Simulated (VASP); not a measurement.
Consider the following.

```yaml
crystal:
  lattice:
    - [0.00215, 6.18738, 6.17349]
    - [6.18738, 0.00215, 6.17349]
    - [3.09476, 3.09476, 0.00000]
  atoms:
    - { symbol: Cd, position: [0.99040, 0.99040, 0.01920] }
    - { symbol: Cd, position: [0.99451, 0.51432, 0.99118] }
    - { symbol: Cd, position: [0.51432, 0.99451, 0.99118] }
    - { symbol: Cd, position: [0.50072, 0.50072, 0.99855] }
    - { symbol: Te, position: [0.12614, 0.12614, 0.24771] }
    - { symbol: Se, position: [0.12688, 0.62288, 0.25024] }
    - { symbol: Se, position: [0.62288, 0.12688, 0.25024] }
    - { symbol: Se, position: [0.62415, 0.62415, 0.25170] }
```

All values below come from PBEsol GGA, VASP's PBE PAW potentials (set 64) (plane waves; VASP). Settings: 400 eV cut-off, Gaussian smearing of 0.050 eV, potentials Cd Te Se.

Unless said otherwise, spin-orbit coupling is left out, though it shifts the bands of the heavy elements here.

Question: Estimate the band gap (along the path) with the smallest direct gap where there is one.

Answer: 
```
Item                                    Value
------------------------------------  -------
band gap (along the path)             0.23 eV
smallest direct gap (along the path)  0.23 eV
```

The structure was generated: Cd4Se3Te was put into an ordered model structure (Amm2), which need not be its known phase. It was relaxed first.
